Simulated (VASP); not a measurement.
# GeW (relaxed from the WC structure, space group P-6m2): computed properties

All values below come from r2SCAN meta-GGA, VASP's PBE PAW potentials (set 64) (plane waves; VASP 6.6.1).

```
Property                                                                                                   Result
----------------------------------  -----------------------------------------------------------------------------
space group                                                                                           P-6m2 (187)
cell                                a = 3.2144 Å, b = 3.2144 Å, c = 3.5453 Å, α = 90.00°, β = 90.00°, γ = 120.00°
volume per atom                                                                                    15.86 Å^3/atom
band gap (over mesh and band path)                                       none (metal, semimetal or under 0.01 eV)
density                                                                                               13.42 g/cm³
```

```xyz
2
Lattice="3.2144 0.0000 0.0000 -1.6072 2.7837 0.0000 0.0000 0.0000 3.5453" Properties=species:S:1:pos:R:3 pbc="T T T"
W      0.0000     0.0000     0.0000
Ge     1.6072     0.9279     1.7727
```

Unless said otherwise, spin-orbit coupling is left out, though it shifts the bands of the heavy elements here.

The structure was generated: GeW was put into the WC type (P-6m2), which need not be its known phase. It was relaxed first, which changed the volume by -16 %. Symmetry was kept, so distortions that lower it aren't found.
